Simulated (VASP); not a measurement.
**Lattice of Pt, functional by functional**

How much does the relaxed cell of Pt depend on the functional? The starting structure is a measured crystal structure from the Crystallography Open Database.

Program: VASP 6.6.1. Level of theory: Kohn-Sham DFT with plane waves and PAW; PBEsol, r2SCAN, PBE and LDA. Results are calculated unless marked as measured.

## 1. The structure

It takes space group Fm-3m (No. 225, cubic). The conventional cell has a = 3.922 Å, b = 3.922 Å, c = 3.922 Å, α = 90.00°, β = 90.00°, γ = 90.00°. Pt has 12 Pt at 2.77 Å nearest.

## 2. Relaxation with PBEsol

PBEsol restores the gradient expansion of exchange and is tuned for the cells of solids. This run starts from the cell of an earlier relaxation, which isn't shown; the restart sets up the plane waves anew.

Input file INCAR:

```
SYSTEM = Pt
PREC = Accurate
ENCUT = 520
EDIFF = 1E-07
NELM = 100
ISMEAR = 1
SIGMA = 0.15
LREAL = .FALSE.
ALGO = Normal
GGA = PS
NBANDS = 11
LASPH = .TRUE.
LORBIT = 11
LWAVE = .FALSE.
LCHARG = .FALSE.
KPAR = 4
IBRION = 2
NSW = 50
ISIF = 3
EDIFFG = -0.005
```

Input file POSCAR:

```
Pt
1.0
    0.0000000000      1.9578785842      1.9578785842
    1.9578785842      0.0000000000      1.9578785842
    1.9578785842      1.9578785842      0.0000000000
Pt
1
Direct
    0.0000000000      0.0000000000      0.0000000000
```

Input file KPOINTS:

```
Automatic mesh
0
Gamma
20 20 20
0 0 0
```

Potentials, in the order of the species: Pt (PBE family, release 64).

The run is started by

```console
$ mpirun -np 4 vasp_std
```

Output:

```text
[banner, memory and clock lines left out]
running    4 mpi-ranks, on    1 nodes
 distrk:  each k-point on    1 cores,    4 groups
 distr:  one band on    1 cores,    1 groups

 POSCAR found type information on POSCAR Pt
 POSCAR found :  1 types and       1 ions
|                                                                             |
|               ----> ADVICE to this user running VASP <----                  |
|                                                                             |
|     You enforced a specific xc type in the INCAR file but a different       |
|     [... a line on the potential file left out ...]
|     I HOPE YOU KNOW WHAT YOU ARE DOING!                                     |
|                                                                             |

 LDA part: xc-table for (Slater+PW92), standard interpolation
 POSCAR, INCAR and KPOINTS ok, starting setup
 FFT: planning ... GRIDC
 FFT: planning ... GRID_SOFT
 FFT: planning ... GRID
 WAVECAR not read
 entering main loop
       N       E                     dE             d eps       ncg     rms          rms(c)
DAV:   1     0.386775310934E+02    0.38678E+02   -0.53805E+03  5736   0.847E+02
DAV:   2    -0.682408352512E+01   -0.45502E+02   -0.43798E+02  6489   0.177E+02
DAV:   3    -0.741467247829E+01   -0.59059E+00   -0.58530E+00  6516   0.190E+01
DAV:   4    -0.741697691769E+01   -0.23044E-02   -0.23043E-02  6466   0.141E+00
DAV:   5    -0.741699488991E+01   -0.17972E-04   -0.17971E-04  6635   0.114E-01    0.135E+01
DAV:   6    -0.701362820823E+01    0.40337E+00   -0.92640E-01  6112   0.761E+00    0.688E+00
DAV:   7    -0.696896495296E+01    0.44663E-01   -0.15845E-01  6502   0.303E+00    0.258E+00
DAV:   8    -0.696488701262E+01    0.40779E-02   -0.62047E-03  6139   0.721E-01    0.634E-01
DAV:   9    -0.696463488170E+01    0.25213E-03   -0.16681E-04  6301   0.120E-01    0.311E-02
DAV:  10    -0.696463893066E+01   -0.40490E-05   -0.34275E-06  7055   0.129E-02    0.480E-03
DAV:  11    -0.696463905640E+01   -0.12574E-06   -0.48483E-08  5182   0.203E-03    0.126E-03
DAV:  12    -0.696463906579E+01   -0.93901E-08   -0.30857E-09  3362   0.407E-04
   1 F= -.69646391E+01 E0= -.69646940E+01  d E =-.696464E+01
 curvature:   0.00 expect dE= 0.000E+00 dE for cont linesearch  0.000E+00
 trial: gam= 0.00000 g(F)=  0.880E-64 g(S)=  0.275E-07 ort = 0.000E+00 (trialstep = 0.100E+01)
 search vector abs. value=  0.276E-07
 reached required accuracy - stopping structural energy minimisation
```

The job ended after 5 s (4 MPI ranks of Intel Xeon 6975P-C (Granite Rapids), shared host; peak memory 0.64 GiB).

The logs omit lines about the potential files and the build; timing stands in the text.

From OUTCAR (step 2):

```text
ion  position               nearest neighbor table
   1  0.000  0.000  0.000-

  LATTYP: Found a face centered cubic cell.
 ALAT       =     3.9157571684

 Subroutine GETGRP returns: Found 48 space group operations
 (whereof 48 operations were pure point group operations)

The static configuration has the point symmetry O_h .

 Found    256 irreducible k-points:

   k-points           NKPTS =    256   k-points in BZ     NKDIM =    256   number of bands    NBANDS=     11

   dimension x,y,z NGX =    24 NGY =   24 NGZ =   24
   dimension x,y,z NGXF=    48 NGYF=   48 NGZF=   48

   ENCUT  =  520.0 eV  38.22 Ry    6.18 a.u.   5.15  5.15  5.15*2*pi/ulx,y,z

   NELECT =      10.0000    total number of electrons

 k-points in reciprocal lattice and weights: Automatic mesh
   0.00000000  0.00000000  0.00000000       0.000
   0.05000000  0.00000000  0.00000000       0.001
   0.10000000  0.00000000  0.00000000       0.001
   0.15000000  0.00000000  0.00000000       0.001
   0.20000000  0.00000000  0.00000000       0.001
   0.25000000  0.00000000  0.00000000       0.001
   0.30000000  0.00000000  0.00000000       0.001
   0.35000000  0.00000000  0.00000000       0.001
   0.40000000  0.00000000  0.00000000       0.001
[...]
-0.30000000  0.50000000  0.20000000       0.002
  -0.25000000  0.50000000  0.25000000       0.001

 average (electrostatic) potential at core
       1 -62.7459

 E-fermi :  11.1925

 k-point     1 :       0.0000    0.0000    0.0000
  band No.  band energies     occupation
    ...
      2       7.3540      2.00000
      3       7.3540      2.00000
      4       7.3540      2.00000
      5       9.5506      2.00000
      6       9.5506      2.00000
      7      25.7974      0.00000
      8      30.7823      0.00000
      9      30.7823      0.00000
     10      30.7823      0.00000
     11      36.0973      0.00000

 k-point     2 :       0.0500    0.0000    0.0000
  band No.  band energies     occupation
    ...
      2       7.3074      2.00000
      3       7.3950      2.00000
      4       7.3950      2.00000
      5       9.5269      2.00000
      6       9.5269      2.00000
      7      25.9576      0.00000
      8      30.2230      0.00000
      9      30.9391      0.00000
     10      30.9391      0.00000
     11      36.7203      0.00000

 k-point     3 :       0.1000    0.0000    0.0000
  band No.  band energies     occupation
    ...
      2       7.1839      2.00000
      3       7.5058      2.00000
      4       7.5058      2.00000
      5       9.4720      2.00000
      6       9.4720      2.00000
      7      26.4033      0.00000
      8      29.0043      0.00000
      9      31.3978      0.00000
     10      31.3978      0.00000
     11      37.7140      0.00000

  Total        0.0004355      0.0004355      0.0004355     -0.0000000      0.0000000     -0.0000000
  in kB        0.0464879      0.0464879      0.0464879     -0.0000000      0.0000000     -0.0000000
  external PRESSURE =       0.0464879 kB  Pullay stress =       0.0000000 kB

  energy-cutoff  :      520.00
  volume of cell :       15.01
      direct lattice vectors                 reciprocal lattice vectors
     0.000000000  1.957878584  1.957878584    -0.255378451  0.255378451  0.255378451
     1.957878584  0.000000000  1.957878584     0.255378451 -0.255378451  0.255378451
     1.957878584  1.957878584  0.000000000     0.255378451  0.255378451 -0.255378451

 POSITION                                       TOTAL-FORCE (eV/Angst)
 -----------------------------------------------------------------------------------
      0.00000      0.00000      0.00000         0.000000      0.000000      0.000000
 -----------------------------------------------------------------------------------
    total drift:                               -0.000000      0.000000     -0.000000

  FREE ENERGIE OF THE ION-ELECTRON SYSTEM (eV)
  ---------------------------------------------------
  free  energy   TOTEN  =        -6.9646390658 eV

  energy  without entropy=       -6.9648037388  energy(sigma->0) =       -6.96469396

 reached required accuracy - stopping structural energy minimisation

 total charge
# of ion       s       p       d       tot
------------------------------------------
    1        0.635   0.621   8.041   9.296

[... 3 further parts left out ...]
```

CONTCAR:

```
Pt
   1.00000000000000
     0.0000000000000000    1.9578785841999999    1.9578785841999999
     1.9578785841999999    0.0000000000000000    1.9578785841999999
     1.9578785841999999    1.9578785841999999    0.0000000000000000
  Pt
     1
Direct
     0.0000000000000000    0.0000000000000000    0.0000000000000000
```

The PAW data sets were made with PBE, which is usual practice but a small mismatch for other functionals. The run keeps the 48 symmetry operations of its start, so it cannot find a distortion of lower symmetry.

With PBEsol the relaxed cell holds 15.010 Å³ an atom, -0.46 % against the measured cell, with a = 3.916 Å.

## 3. Relaxation with r2SCAN

r2SCAN adds the kinetic-energy density, costs more than a GGA and is run with LASPH. This run starts from the cell of an earlier relaxation, which isn't shown; the restart sets up the plane waves anew.

INCAR, as its differences from that of step 2:

```diff
@@ -9,5 +9,5 @@
 ALGO = Normal
-GGA = PS
+METAGGA = R2SCAN
+LASPH = .TRUE.
 NBANDS = 11
-LASPH = .TRUE.
 LORBIT = 11
```

Input file POSCAR:

```
Pt
1.0
    0.0000000000      1.9714442098      1.9714442098
    1.9714442098      0.0000000000      1.9714442098
    1.9714442098      1.9714442098      0.0000000000
Pt
1
Direct
    0.0000000000      0.0000000000      0.0000000000
```

KPOINTS is that of step 2.

The run is started by

```console
$ mpirun -np 4 vasp_std
```

Output:

```text
[banner, memory and clock lines left out]
running    4 mpi-ranks, on    1 nodes
[...]
[... a notice as in an earlier step ...]

 LDA part: xc-table for (None), standard interpolation
 POSCAR, INCAR and KPOINTS ok, starting setup
[...]
entering main loop
       N       E                     dE             d eps       ncg     rms          rms(c)
DAV:   1    -0.705914417189E+01   -0.70591E+01   -0.54719E+03  5712   0.872E+02
DAV:   2    -0.541671360044E+02   -0.47108E+02   -0.45394E+02  6495   0.183E+02
DAV:   3    -0.547862088707E+02   -0.61907E+00   -0.61599E+00  6625   0.199E+01
DAV:   4    -0.547890239285E+02   -0.28151E-02   -0.28149E-02  6536   0.157E+00
[...]
DAV:  10    -0.515021709094E+02   -0.25320E-04   -0.42392E-05  6283   0.617E-02    0.460E-03
DAV:  11    -0.515021717427E+02   -0.83336E-06   -0.42576E-07  7234   0.555E-03    0.182E-03
DAV:  12    -0.515021717711E+02   -0.28382E-07   -0.75568E-08  5057   0.259E-03
   1 F= -.51502172E+02 E0= -.51502278E+02  d E =-.515022E+02
[...]
reached required accuracy - stopping structural energy minimisation
```

It took 16 s on 4 MPI ranks; peak memory 0.66 GiB.

OUTCAR, selected parts (step 3):

```text
  Total        0.0029457      0.0029457      0.0029457      0.0000000      0.0000000      0.0000000
  in kB        0.3079713      0.3079713      0.3079713      0.0000000      0.0000000      0.0000000
  external PRESSURE =       0.3079713 kB  Pullay stress =       0.0000000 kB

 POSITION                                       TOTAL-FORCE (eV/Angst)
 -----------------------------------------------------------------------------------
      0.00000      0.00000      0.00000         0.000000      0.000000      0.000000
 -----------------------------------------------------------------------------------
    total drift:                               -0.000000     -0.000000     -0.000000

  FREE ENERGIE OF THE ION-ELECTRON SYSTEM (eV)
  ---------------------------------------------------
  free  energy   TOTEN  =       -51.5021717711 eV

  energy  without entropy=      -51.5024892903  energy(sigma->0) =      -51.50227761

[... 2 parts as in an earlier step ...]

[... 2 further parts left out ...]
[key lines of the parts left out:]
E-fermi :  10.7093
```

With r2SCAN the relaxed cell holds 15.324 Å³ an atom, +1.62 % against the measured cell, with a = 3.943 Å. That is +2.09 % from PBEsol.

## 4. Relaxation with PBE

PBE, the usual starting point, adds the gradient of the density. This run starts from the cell of an earlier relaxation, which isn't shown; the restart sets up the plane waves anew.

INCAR, as its differences from that of step 3:

```diff
@@ -9,5 +9,5 @@
 ALGO = Normal
-METAGGA = R2SCAN
+GGA = PE
+NBANDS = 11
 LASPH = .TRUE.
-NBANDS = 11
 LORBIT = 11
```

Input file POSCAR:

```
Pt
1.0
    0.0000000000      1.9835598791      1.9835598791
    1.9835598791      0.0000000000      1.9835598791
    1.9835598791      1.9835598791      0.0000000000
Pt
1
Direct
    0.0000000000      0.0000000000      0.0000000000
```

KPOINTS is that of step 3.

The run is started by

```console
$ mpirun -np 4 vasp_std
```

Output:

```text
[banner, memory and clock lines left out]
running    4 mpi-ranks, on    1 nodes
[...]
LDA part: xc-table for (Slater+PW92), standard interpolation
 POSCAR, INCAR and KPOINTS ok, starting setup
[...]
entering main loop
       N       E                     dE             d eps       ncg     rms          rms(c)
DAV:   1     0.403385654655E+02    0.40339E+02   -0.53600E+03  5744   0.843E+02
DAV:   2    -0.587488506880E+01   -0.46213E+02   -0.44365E+02  6456   0.177E+02
DAV:   3    -0.647636662201E+01   -0.60148E+00   -0.59839E+00  6559   0.194E+01
DAV:   4    -0.647872365165E+01   -0.23570E-02   -0.23569E-02  6505   0.142E+00
[...]
DAV:  10    -0.609920049398E+01   -0.24152E-05   -0.37939E-06  7054   0.153E-02    0.541E-03
DAV:  11    -0.609920032141E+01    0.17257E-06   -0.36480E-08  5243   0.174E-03    0.745E-04
DAV:  12    -0.609920032285E+01   -0.14352E-08   -0.30853E-09  3302   0.395E-04
   1 F= -.60992003E+01 E0= -.60991868E+01  d E =-.609920E+01
[...]
reached required accuracy - stopping structural energy minimisation
```

The job ended after 5 s (4 MPI ranks; peak memory 0.65 GiB).

Parts of OUTCAR (step 4):

```text
  Total       -0.0022647     -0.0022647     -0.0022647      0.0000000      0.0000000      0.0000000
  in kB       -0.2324597     -0.2324597     -0.2324597      0.0000000      0.0000000      0.0000000
  external PRESSURE =      -0.2324597 kB  Pullay stress =       0.0000000 kB

 POSITION                                       TOTAL-FORCE (eV/Angst)
 -----------------------------------------------------------------------------------
      0.00000      0.00000      0.00000         0.000000     -0.000000     -0.000000
 -----------------------------------------------------------------------------------
    total drift:                               -0.000000      0.000000     -0.000000

  FREE ENERGIE OF THE ION-ELECTRON SYSTEM (eV)
  ---------------------------------------------------
  free  energy   TOTEN  =        -6.0992003228 eV

  energy  without entropy=       -6.0991596531  energy(sigma->0) =       -6.09918677

[... 2 parts as in an earlier step ...]

[... 2 further parts left out ...]
[key lines of the parts left out:]
E-fermi :  10.6156
```

With PBE the relaxed cell holds 15.609 Å³ an atom, +3.51 % against the measured cell, with a = 3.967 Å. That is +3.99 % from PBEsol.

## 5. Relaxation with LDA

LDA, the lowest rung, knows the local density alone. This run starts from the cell of an earlier relaxation, which isn't shown; the restart sets up the plane waves anew.

INCAR, as its differences from that of step 4:

```diff
@@ -9,3 +9,3 @@
 ALGO = Normal
-GGA = PE
+GGA = CA
 NBANDS = 11
```

Input file POSCAR:

```
Pt
1.0
    0.0000000000      1.9483151444      1.9483151444
    1.9483151444      0.0000000000      1.9483151444
    1.9483151444      1.9483151444      0.0000000000
Pt
1
Direct
    0.0000000000      0.0000000000      0.0000000000
```

KPOINTS is that of step 4.

Potentials, in the order of the species: Pt (LDA family, release 64).

The run is started by

```console
$ mpirun -np 4 vasp_std
```

Output:

```text
[banner, memory and clock lines left out]
running    4 mpi-ranks, on    1 nodes
[...]
LDA part: xc-table for (Slater(with rela. corr.)+CA(PZ))
 , standard interpolation
 POSCAR, INCAR and KPOINTS ok, starting setup
[...]
entering main loop
       N       E                     dE             d eps       ncg     rms          rms(c)
DAV:   1     0.391065789112E+02    0.39107E+02   -0.53785E+03  5747   0.847E+02
DAV:   2    -0.731837285797E+01   -0.46425E+02   -0.44400E+02  6440   0.179E+02
DAV:   3    -0.793821736487E+01   -0.61984E+00   -0.61424E+00  6558   0.197E+01
DAV:   4    -0.794065302073E+01   -0.24357E-02   -0.24354E-02  6520   0.145E+00
[...]
DAV:   9    -0.750657583759E+01    0.16365E-03   -0.10936E-04  6313   0.100E-01    0.127E-02
DAV:  10    -0.750657940509E+01   -0.35675E-05   -0.23089E-06  6753   0.104E-02    0.194E-03
DAV:  11    -0.750657945030E+01   -0.45208E-07   -0.45064E-08  5592   0.192E-03
   1 F= -.75065795E+01 E0= -.75066423E+01  d E =-.750658E+01
[...]
reached required accuracy - stopping structural energy minimisation
```

Run time: 4 s. Hardware: 4 MPI ranks; peak memory 0.59 GiB; 14 s of CPU time.

From OUTCAR (step 5):

```text
  Total       -0.0007123     -0.0007123     -0.0007123      0.0000000      0.0000000      0.0000000
  in kB       -0.0771569     -0.0771569     -0.0771569      0.0000000      0.0000000      0.0000000
  external PRESSURE =      -0.0771569 kB  Pullay stress =       0.0000000 kB

 POSITION                                       TOTAL-FORCE (eV/Angst)
 -----------------------------------------------------------------------------------
      0.00000      0.00000      0.00000        -0.000000      0.000000     -0.000000
 -----------------------------------------------------------------------------------
    total drift:                                0.000000      0.000000      0.000000

  FREE ENERGIE OF THE ION-ELECTRON SYSTEM (eV)
  ---------------------------------------------------
  free  energy   TOTEN  =        -7.5065794503 eV

  energy  without entropy=       -7.5067679674  energy(sigma->0) =       -7.50664229

[... 2 parts as in an earlier step ...]

[... 2 further parts left out ...]
[key lines of the parts left out:]
E-fermi :  11.5274
```

With LDA the relaxed cell holds 14.791 Å³ an atom, -1.91 % against the measured cell, with a = 3.897 Å. That is -1.46 % from PBEsol.

## 6. The runs compared

```tsv
level	volume (Å³/atom)	against the measured cell (%)	a (Å)	pressure left (GPa)	core minutes
PBEsol	15.01	-0.46	3.9158	0.0	1.04
r2SCAN	15.324	1.62	3.9429	0.03	5.56
PBE	15.609	3.51	3.9671	-0.02	1.61
LDA	14.791	-1.91	3.8966	-0.01	1.25
```

Core minutes are wall time times ranks, summed over the relaxations behind a row (those for a bulk modulus apart), on shared hosts.

## 7. Summary of results

```yaml
volume_pbesol: 15.01 Å³/atom
volume_r2scan: 15.32 Å³/atom
volume_pbe: 15.61 Å³/atom
volume_lda: 14.79 Å³/atom
```

In words: Across 4 levels the volume of Pt spans 5.5 %, from 14.79 Å³ an atom (LDA) to 15.61 Å³ (PBE). Against the measured volume of the starting structure, PBEsol comes nearest (-0.5 %) and PBE lies farthest (+3.5 %). The measured cell holds zero-point expansion and, unless it was taken cold, thermal expansion, which the runs lack, so small differences decide nothing. Spin-orbit coupling is left out of all runs, which can matter with elements this heavy. All runs keep the symmetry of the start, so they can't find a distortion of lower symmetry.

[Lines on the potential files, build, host, timing and source positions are cut from VASP's logs without a mark.]

[Logs are printed without paths, hosts, clocks, repeated set-up lines and the standing remarks that a program may print on its own settings, such as how far it seeks lower states.]

[Hosts, paths, dates, database ids (printed as entryN), source tags and the programs' standing remarks are cut or masked in the printed files.]
